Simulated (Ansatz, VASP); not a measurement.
# Ti16H3C: VASP beside Ansatz, part 2 of 2

Wanted: the spread between two codes on one cell, functional and k mesh. Of the first pair: The structure shown is the start of the Ansatz relaxation below; VASP solves that cell, so the two are compared at the walk's first step.

VASP 6.6.1 and Ansatz 0.2.0.

So far: The structure; Ansatz: relaxation, PBE.

## 3. VASP: single point, PBE, start cell, pair 1

Level of this step: PBE; plane waves and PAW (H, C, Ti_sv) (VASP).

The same cell, functional, mesh and smearing now go to VASP, with its own data sets.

Lines of VASP's logs that name or quote its potential files are left out, and so is its time.

INCAR

```
SYSTEM = Ti16H3C
PREC = Accurate
ENCUT = 520
EDIFF = 1E-06
NELM = 120
ISMEAR = -1
SIGMA = 0.05
LREAL = .FALSE.
ALGO = Normal
GGA = PE
NBANDS = 123
LASPH = .TRUE.
LORBIT = 11
LWAVE = .FALSE.
LCHARG = .FALSE.
ISIF = 2
LDIPOL = .TRUE.
IDIPOL = 3
DIPOL = 0.5 0.5 0.511
LVHAR = .TRUE.
GGA_COMPAT = .FALSE.
NELMDL = -8
KPAR = 4
```

POSCAR

```
Ti16H3C
1.0
    5.8800000000      0.0000000000      0.0000000000
    2.9400000000      5.0922293743      0.0000000000
    0.0000000000      0.0000000000     23.5850000000
H C Ti
3 1 16
Direct
    0.3419630850      0.1666666871      0.6820012720
    0.9942769048      0.3414427890      0.6820012720
    0.1703243020      0.9918905117      0.6820012720
    0.1676960782      0.1666666871      0.6667373331
    0.0000000000      0.0000000000      0.6137375450
    0.5000000000      0.0000000000      0.6137375450
    0.9999999693      0.5000000614      0.6137375450
    0.4999999693      0.5000000614      0.6137375450
    0.8333333129      0.3333333743      0.5151579394
    0.3333333129      0.3333333743      0.5151579394
    0.8333333803      0.8333332394      0.5151579394
    0.3333333803      0.8333332394      0.5151579394
    0.0000000000      0.0000000000      0.4165783337
    0.5000000000      0.0000000000      0.4165783337
    0.9999999693      0.5000000614      0.4165783337
    0.4999999693      0.5000000614      0.4165783337
    0.8333333129      0.3333333743      0.3179987280
    0.3333333129      0.3333333743      0.3179987280
    0.8333333803      0.8333332394      0.3179987280
    0.3333333803      0.8333332394      0.3179987280
```

KPOINTS

```
Automatic mesh
0
Gamma
6 6 1
0 0 0
```

The projector-augmented-wave data sets are H, C and Ti_sv (PBE family, release 64).

Launch:

```sh
> mpirun -np 4 vasp_std
```

Numbers of over 12 decimals in the logs are rounded to 6 here.

What it wrote:

```text
[banner, memory and clock lines left out]
running    4 mpi-ranks, on    1 nodes
 distrk:  each k-point on    1 cores,    4 groups
 distr:  one band on    1 cores,    1 groups

 POSCAR found type information on POSCAR H C Ti
 POSCAR found :  3 types and      20 ions
|                                                                             |
|               ----> ADVICE to this user running VASP <----                  |
|                                                                             |
|     You have a (more or less) 'large supercell' and for larger cells it     |
|     might be more efficient to use real-space projection operators.         |
|     Therefore, try LREAL= Auto in the INCAR file.                           |
|     Mind: For very accurate calculation, you might also keep the            |
|     reciprocal projection scheme (i.e. LREAL=.FALSE.).                      |
|                                                                             |

 LDA part: xc-table for (Slater+PW92), standard interpolation
 POSCAR, INCAR and KPOINTS ok, starting setup
 FFT: planning ... GRIDC
 FFT: planning ... GRID_SOFT
 FFT: planning ... GRID
 WAVECAR not read
 entering main loop
       N       E                     dE             d eps       ncg     rms          rms(c)
DAV:   1     0.269259987796E+04    0.26926E+04   -0.10555E+05  5384   0.167E+03
DAV:   2     0.240155747674E+03   -0.24524E+04   -0.24054E+04  4936   0.549E+02
DAV:   3    -0.821775799852E+02   -0.32233E+03   -0.31100E+03  7742   0.179E+02
DAV:   4    -0.155071999630E+03   -0.72894E+02   -0.71705E+02  7152   0.658E+01
DAV:   5    -0.163237881622E+03   -0.81659E+01   -0.81339E+01  7816   0.212E+01
DAV:   6    -0.163540599276E+03   -0.30272E+00   -0.30201E+00  7872   0.462E+00
DAV:   7    -0.163551497580E+03   -0.10898E-01   -0.10875E-01  7848   0.780E-01
DAV:   8    -0.163552019072E+03   -0.52149E-03   -0.52057E-03  7880   0.158E-01    0.359E+01
DAV:   9    -0.271649017976E+03   -0.10810E+03   -0.61015E+02  7580   0.805E+01    0.775E+01
DAV:  10    -0.249232534183E+03    0.22416E+02   -0.20928E+03  7600   0.657E+01    0.665E+01
DAV:  11    -0.152096295417E+03    0.97136E+02   -0.63263E+02  7568   0.558E+01    0.365E+01
DAV:  12    -0.143760285943E+03    0.83360E+01   -0.23773E+02  7216   0.325E+01    0.185E+01
DAV:  13    -0.140114634256E+03    0.36457E+01   -0.41454E+01  7056   0.146E+01    0.110E+01
DAV:  14    -0.139751511848E+03    0.36312E+00   -0.46391E+00  6936   0.604E+00    0.102E+01
[...]
DAV:  41    -0.137693721585E+03   -0.14962E-04   -0.15313E-06  3768   0.736E-03    0.246E-03
DAV:  42    -0.137693730636E+03   -0.90511E-05   -0.84690E-07  3408   0.370E-03    0.198E-03
DAV:  43    -0.137693733233E+03   -0.25971E-05   -0.38070E-07  3128   0.377E-03    0.163E-03
DAV:  44    -0.137693735618E+03   -0.23850E-05   -0.36413E-07  3120   0.264E-03    0.137E-03
DAV:  45    -0.137693737448E+03   -0.18300E-05   -0.28360E-07  2928   0.178E-03    0.142E-03
DAV:  46    -0.137693738618E+03   -0.11694E-05   -0.18473E-07  2872   0.129E-03    0.127E-03
DAV:  47    -0.137693739719E+03   -0.11010E-05   -0.14796E-07  2888   0.112E-03    0.104E-03
DAV:  48    -0.137693740214E+03   -0.49555E-06   -0.89779E-08  2688   0.928E-04
   1 F= -.13769374E+03 E0= -.13755474E+03  d E =-.278002E+00
```

From OUTCAR (step 3):

```text
ion  position               nearest neighbor table
   1  0.342  0.167  0.682-   4 1.09   6 1.87
   2  0.994  0.341  0.682-   4 1.09   7 1.87
   3  0.170  0.992  0.682-   4 1.08   5 1.88
   4  0.168  0.167  0.667-   3 1.08   2 1.09   1 1.09   6 2.10   7 2.11   5 2.11
   5  0.000  0.000  0.614-   3 1.88   4 2.11   9 2.88  12 2.88  11 2.88
   6  0.500  0.000  0.614-   1 1.87   4 2.10  10 2.88  11 2.88  12 2.88
   7  1.000  0.500  0.614-   2 1.87   4 2.11  11 2.88   9 2.88  10 2.88
   8  0.500  0.500  0.614-  12 2.88  10 2.88   9 2.88
   9  0.833  0.333  0.515-   7 2.88   8 2.88  15 2.88  16 2.88   5 2.88  13 2.88
  10  0.333  0.333  0.515-   8 2.88   7 2.88  16 2.88  15 2.88   6 2.88  14 2.88
  11  0.833  0.833  0.515-   7 2.88  15 2.88   6 2.88   5 2.88  14 2.88  13 2.88
  12  0.333  0.833  0.515-   8 2.88  16 2.88   5 2.88   6 2.88  13 2.88  14 2.88
  13  0.000  0.000  0.417-   9 2.88  17 2.88  12 2.88  11 2.88  20 2.88  19 2.88
  14  0.500  0.000  0.417-  10 2.88  18 2.88  11 2.88  12 2.88  19 2.88  20 2.88
  15  1.000  0.500  0.417-  11 2.88  19 2.88   9 2.88  17 2.88  10 2.88  18 2.88
  16  0.500  0.500  0.417-  12 2.88  20 2.88  10 2.88  18 2.88   9 2.88  17 2.88
  17  0.833  0.333  0.318-  15 2.88  16 2.88  13 2.88
  18  0.333  0.333  0.318-  16 2.88  15 2.88  14 2.88
  19  0.833  0.833  0.318-  15 2.88  14 2.88  13 2.88
  20  0.333  0.833  0.318-  16 2.88  13 2.88  14 2.88

  LATTYP: Found a hexagonal cell.
 ALAT       =     5.8800000000
 C/A-ratio  =     4.0110544217

 Subroutine GETGRP returns: Found  1 space group operations
 (whereof  1 operations were pure point group operations)

The static configuration has the point symmetry C_1 .

 Found     20 irreducible k-points:

   k-points           NKPTS =     20   k-points in BZ     NKDIM =     20   number of bands    NBANDS=    123

   dimension x,y,z NGX =    48 NGY =   48 NGZ =  180
   dimension x,y,z NGXF=    96 NGYF=   96 NGZF=  360

   ENCUT  =  520.0 eV  38.22 Ry    6.18 a.u.  10.93 10.93 43.85*2*pi/ulx,y,z

   NELECT =     199.0000    total number of electrons

 k-points in reciprocal lattice and weights: Automatic mesh
   0.00000000  0.00000000  0.00000000       0.028
   0.16666667 -0.00000000  0.00000000       0.056
   0.16666667  0.16666667  0.00000000       0.056
   0.00000000  0.16666667  0.00000000       0.056
   0.33333333 -0.00000000  0.00000000       0.056
   0.33333333  0.33333333  0.00000000       0.056
   0.00000000  0.33333333  0.00000000       0.056
   0.50000000 -0.00000000  0.00000000       0.028
   0.50000000  0.50000000  0.00000000       0.028
[...]
0.50000000 -0.33333333  0.00000000       0.056
  -0.33333333  0.33333333  0.00000000       0.056

 dipolmoment           0.000000      0.000000     -0.123758 electrons x Angstroem

 average (electrostatic) potential at core
       1 -39.1127       2 -39.1254       3 -39.1413       4 -54.5553       5 -79.6220
       6 -79.6171       7 -79.6177       8 -79.8204       9 -79.5899      10 -79.5890
      11 -79.5314      12 -79.5891      13 -79.6246      14 -79.6247      15 -79.6246
      16 -79.6045      17 -79.8528      18 -79.8527      19 -79.8466      20 -79.8528

 E-fermi :   1.1142

 k-point     1 :       0.0000    0.0000    0.0000
  band No.  band energies     occupation
    ...
     92       0.4141      2.00000
     93       0.6632      1.99976
     94       1.0261      1.70693
     95       1.0272      1.70157
     96       1.0342      1.66439
     97       1.3433      0.02027
     98       1.4281      0.00375
     99       1.4579      0.00207
    100       1.4600      0.00198
    101       1.5395      0.00041
    ...

 k-point     2 :       0.1667   -0.0000    0.0000
  band No.  band energies     occupation
    ...
     92       0.4431      2.00000
     93       0.6588      1.99978
     94       0.9910      1.84332
     95       1.0392      1.63543
     96       1.0645      1.45976
     97       1.1911      0.35399
     98       1.3108      0.03849
     99       1.3515      0.01726
    100       1.3558      0.01583
    101       1.4385      0.00305
    ...

 k-point     3 :       0.1667    0.1667    0.0000
  band No.  band energies     occupation
    ...
     92       0.4429      2.00000
     93       0.6594      1.99978
     94       0.9911      1.84307
     95       1.0374      1.64589
     96       1.0683      1.42945
     97       1.1912      0.35341
     98       1.3107      0.03853
     99       1.3515      0.01723
    100       1.3558      0.01582
    101       1.4384      0.00305
    ...

  Total       -1.0939011     -1.0476168      0.1043058      0.0024979     -0.0138470     -0.0934817
  in kB       -2.4818041     -2.3767959      0.2366452      0.0056671     -0.0314156     -0.2120879
  external PRESSURE =      -1.5406516 kB  Pullay stress =       0.0000000 kB

  energy-cutoff  :      520.00
  volume of cell :      706.19
      direct lattice vectors                 reciprocal lattice vectors
     5.880000000  0.000000000  0.000000000     0.170068027 -0.098188821  0.000000000
     2.940000000  5.092229374  0.000000000     0.000000000  0.196377643  0.000000000
     0.000000000  0.000000000 23.585000000     0.000000000  0.000000000  0.042399830

 POSITION                                       TOTAL-FORCE (eV/Angst)
 -----------------------------------------------------------------------------------
      2.50074      0.84870     16.08500         1.088816      0.226101      1.432398
      6.85019      1.73870     16.08500        -0.743131      0.796413      1.488391
      3.91767      5.05093     16.08500        -0.447998     -1.128098      1.456278
      1.47605      0.84870     15.72500         0.053273      0.121182     -0.251379
      0.00000      0.00000     14.47500        -1.124127     -0.424826     -1.468143
      2.94000      0.00000     14.47500         0.970242     -0.796783     -1.542411
      7.35000      2.54611     14.47500         0.193143      1.210369     -1.545040
      4.41000      2.54611     14.47500         0.012002     -0.002825     -0.823645
      5.88000      1.69741     12.15000         0.063866     -0.016569      0.457219
      2.94000      1.69741     12.15000        -0.047714     -0.046982      0.452154
      7.35000      4.24352     12.15000         0.001810     -0.001316      0.428178
      4.41000      4.24352     12.15000        -0.020378      0.064154      0.455156
      0.00000      0.00000      9.82500         0.028225      0.014867     -0.637572
      2.94000      0.00000      9.82500        -0.026798      0.016333     -0.636954
      7.35000      2.54611      9.82500        -0.001835     -0.031845     -0.635821
      4.41000      2.54611      9.82500         0.000493     -0.000533     -0.701544
      5.88000      1.69741      7.50000         0.002332     -0.006707      0.511891
      2.94000      1.69741      7.50000        -0.006896      0.001315      0.511276
      7.35000      4.24352      7.50000         0.000025      0.000156      0.537440
      4.41000      4.24352      7.50000         0.004649      0.005594      0.512126
 -----------------------------------------------------------------------------------
    total drift:                               -0.000085      0.000008      0.000081

  FREE ENERGIE OF THE ION-ELECTRON SYSTEM (eV)
  ---------------------------------------------------
  free  energy   TOTEN  =      -137.6937402143 eV

  energy  without entropy=     -137.4157379100  energy(sigma->0) =     -137.55473906

 vacuum level on the upper side and lower side of the slab         4.829         5.577

 total charge
# of ion       s       p       d       tot
------------------------------------------
    1        0.641   0.058   0.000   0.700
    2        0.642   0.059   0.000   0.701
    3        0.643   0.059   0.000   0.703
    4        0.871   1.823   0.000   2.694
    5        2.234   6.120   1.941  10.295
    6        2.235   6.121   1.944  10.300
    7        2.235   6.121   1.943  10.299
    8        2.249   6.070   1.877  10.196
    9        2.248   6.124   1.871  10.243
   10        2.248   6.124   1.871  10.243
   11        2.248   6.121   1.880  10.250
   12        2.248   6.124   1.871  10.243
   13        2.248   6.123   1.873  10.244
   14        2.248   6.123   1.873  10.244
   15        2.248   6.123   1.873  10.244
   16        2.247   6.124   1.873  10.244
   17        2.250   6.062   1.881  10.193
   18        2.250   6.062   1.881  10.193
   19        2.250   6.061   1.882  10.194
   20        2.250   6.062   1.881  10.193
--------------------------------------------------
tot         38.735  99.664  30.216 168.615

[... 3 further parts left out ...]
```

## 4. Comparison

Known differences besides the potentials themselves: the cutoff is 420 eV in Ansatz and 520 eV in VASP. Total energies have different zeros and are not compared.

Forces on 7 of the 20 atoms, those with the largest forces and the largest differences (eV/Å; atoms numbered as in POSCAR):

```csv
atom,"Ansatz x, y, z","VASP x, y, z"
H1,"1.066, 0.225, 1.421","1.089, 0.226, 1.432"
H2,"-0.731, 0.778, 1.478","-0.743, 0.796, 1.488"
H3,"-0.438, -1.109, 1.446","-0.448, -1.128, 1.456"
Ti5,"-1.108, -0.417, -1.443","-1.124, -0.425, -1.468"
Ti6,"0.955, -0.787, -1.516","0.970, -0.797, -1.542"
Ti7,"0.193, 1.192, -1.519","0.193, 1.210, -1.545"
Ti8,"0.012, -0.003, -0.813","0.012, -0.003, -0.824"
```

The forces differ by 9.6 meV/Å r.m.s., which is 1.5 % of the r.m.s. force of 0.659 eV/Å (both taken over all components). Where the cell holds vacuum, a pressure given here is an average over it and none of the material.

## 5. Ansatz: relaxation, PBE

This run makes the geometry at which the two programs are then compared.

The structure compared here is the end of the Ansatz relaxation.

This is the run of step 2 again, met here at its other cell.

## 6. VASP: single point, PBE, relaxed atoms in a fixed cell, pair 2

The same cell, functional, mesh and smearing now go to VASP, with its own data sets.

INCAR: that of step 3 with these lines changed.

```diff
@@ -18,3 +18,3 @@
 IDIPOL = 3
-DIPOL = 0.5 0.5 0.511
+DIPOL = 0.5 0.5 0.514
 LVHAR = .TRUE.
```

POSCAR

```
Ti16H3C
1.0
    5.8800000000      0.0000000000      0.0000000000
    2.9400000000      5.0922293743      0.0000000000
    0.0000000000      0.0000000000     23.5850000000
H C Ti
3 1 16
Direct
    0.3657608283      0.0714099789      0.7032881152
    0.0637891173      0.3648304675      0.7033600787
    0.0723553405      0.0628270517      0.7033793902
    0.1671467645      0.1663973030      0.6830657761
    0.9980221796      0.9975147151      0.6131121878
    0.5047714119      0.9974989722      0.6131055720
    0.9978232866      0.5041912370      0.6131018571
    0.5004116467      0.4996245746      0.6084099524
    0.8387634480      0.3305379791      0.5188226664
    0.3310655934      0.3304034987      0.5188506422
    0.8335900488      0.8330352233      0.5185446648
    0.3308535656      0.8381834615      0.5188492538
    0.0000000000      0.0000000000      0.4165783340
    0.5000000000      0.0000000000      0.4165783340
    0.0000000000      0.5000000000      0.4165783340
    0.5000000000      0.5000000000      0.4165783340
    0.8333333330      0.3333333330      0.3179987280
    0.3333333330      0.3333333330      0.3179987280
    0.8333333330      0.8333333330      0.3179987280
    0.3333333330      0.8333333330      0.3179987280
```

KPOINTS is that of step 3.

Launch:

```sh
> mpirun -np 4 vasp_std
```

What it wrote:

```text
[banner, memory and clock lines left out]
running    4 mpi-ranks, on    1 nodes
[...]
[... a notice as in an earlier step ...]

 LDA part: xc-table for (Slater+PW92), standard interpolation
 POSCAR, INCAR and KPOINTS ok, starting setup
[...]
entering main loop
       N       E                     dE             d eps       ncg     rms          rms(c)
DAV:   1     0.267904513958E+04    0.26790E+04   -0.10544E+05  5368   0.167E+03
DAV:   2     0.239088500274E+03   -0.24400E+04   -0.23934E+04  4928   0.548E+02
DAV:   3    -0.819203397241E+02   -0.32101E+03   -0.30955E+03  7742   0.178E+02
DAV:   4    -0.155058002220E+03   -0.73138E+02   -0.71924E+02  7184   0.658E+01
[...]
DAV:  47    -0.138880819347E+03   -0.15360E-05   -0.23474E-07  2945   0.152E-03    0.122E-03
DAV:  48    -0.138880820620E+03   -0.12733E-05   -0.24001E-07  2926   0.167E-03    0.107E-03
DAV:  49    -0.138880821584E+03   -0.96401E-06   -0.20869E-07  2958   0.130E-03
   1 F= -.13888082E+03 E0= -.13874045E+03  d E =-.280738E+00
```

OUTCAR, selected parts (step 6):

```text
  Total       -5.3229303     -5.3076948     -5.8404457     -0.0030298      0.0105517     -0.0107105
  in kB      -12.0764752    -12.0419095    -13.2505958     -0.0068739      0.0239393     -0.0242996
  external PRESSURE =     -12.4563268 kB  Pullay stress =       0.0000000 kB

 POSITION                                       TOTAL-FORCE (eV/Angst)
 -----------------------------------------------------------------------------------
      2.36062      0.36364     16.58705         0.007145     -0.012032      0.011303
      1.44768      1.85780     16.58875         0.006289      0.012176      0.010464
      0.61016      0.31993     16.58920        -0.015614     -0.000657      0.011427
      1.47203      0.84733     16.11011         0.000190      0.000161     -0.016012
      8.80106      5.07957     14.46025        -0.000750     -0.001653     -0.020462
      5.90070      5.07949     14.46009         0.000944      0.001267     -0.020640
      7.34952      2.56746     14.46001         0.000706      0.000828     -0.019857
      4.41132      2.54420     14.34935        -0.000229      0.001246     -0.007735
      5.90371      1.68318     12.23643         0.002886     -0.004046      0.002181
      2.91805      1.68249     12.23709        -0.005561     -0.000632      0.001790
      7.35063      4.24201     12.22988         0.000524      0.000665      0.000898
      4.40968      4.26822     12.23706         0.002341      0.005324      0.001910
      0.00000      0.00000      9.82500         0.029641      0.017476     -0.565501
      2.94000      0.00000      9.82500        -0.030775      0.015973     -0.564590
[...]
-----------------------------------------------------------------------------------
    total drift:                                0.000007      0.000065     -0.002603

  FREE ENERGIE OF THE ION-ELECTRON SYSTEM (eV)
  ---------------------------------------------------
  free  energy   TOTEN  =      -138.8808215844 eV

  energy  without entropy=     -138.6000832201  energy(sigma->0) =     -138.74045240

[... 2 parts as in an earlier step ...]

[... 1 further part left out ...]
[key lines of the parts left out:]
E-fermi :   1.1390
```

## 7. Differences

Compared:

```
                                   quantity  Ansatz  VASP  difference
 work function, lower of the two faces (eV)    3.65  3.64        0.00
work function, higher of the two faces (eV)    4.47  4.47        0.00
```

Forces on 10 of the 20 atoms, those with the largest forces and the largest differences (eV/Å; atoms numbered as in POSCAR):

| atom | Ansatz x, y, z | VASP x, y, z |
| --- | --- | --- |
| H1 | -0.013, -0.001, 0.003 | 0.007, -0.012, 0.011 |
| H2 | 0.007, -0.011, 0.002 | 0.006, 0.012, 0.010 |
| H3 | 0.004, 0.011, 0.003 | -0.016, -0.001, 0.011 |
| Ti13 | 0.030, 0.017, -0.565 | 0.030, 0.017, -0.566 |
| Ti15 | 0.002, -0.035, -0.565 | 0.002, -0.035, -0.566 |
| Ti16 | 0.000, 0.000, -0.633 | 0.000, 0.000, -0.634 |
| Ti17 | -0.013, 0.007, 0.588 | -0.013, 0.007, 0.599 |
| Ti18 | 0.013, 0.008, 0.588 | 0.013, 0.008, 0.600 |
| Ti19 | 0.000, 0.000, 0.564 | 0.000, 0.000, 0.575 |
| Ti20 | 0.000, -0.016, 0.588 | 0.000, -0.016, 0.600 |

The forces differ by 7.7 meV/Å r.m.s., which is 3.6 % of the r.m.s. force of 0.215 eV/Å (both taken over all components). Where the cell holds vacuum, a pressure given here is an average over it and none of the material.

## 8. What came out

```
r.m.s. force difference (single point, PBE, start cell, pair 1)                    : 1.5 % of the r.m.s. force
r.m.s. force difference (single point, PBE, relaxed atoms in a fixed cell, pair 2) : 3.6 % of the r.m.s. force
```

The r.m.s. force difference is 3.6 % of the r.m.s. force (single point, PBE, relaxed atoms in a fixed cell, pair 2), beyond the 3 % picked in this series as the mark of a large difference. How closely two codes agree says nothing of how well the functional describes the real material.

[Lines on the potential files, build, host, timing and source positions are cut from VASP's logs without a mark.]

[Logs are printed without paths, hosts, clocks, repeated set-up lines and the standing remarks that a program may print on its own settings, such as how far it seeks lower states.]

[Hosts, paths, dates, database ids (printed as entryN), source tags and the programs' standing remarks are cut or masked in the printed files.]
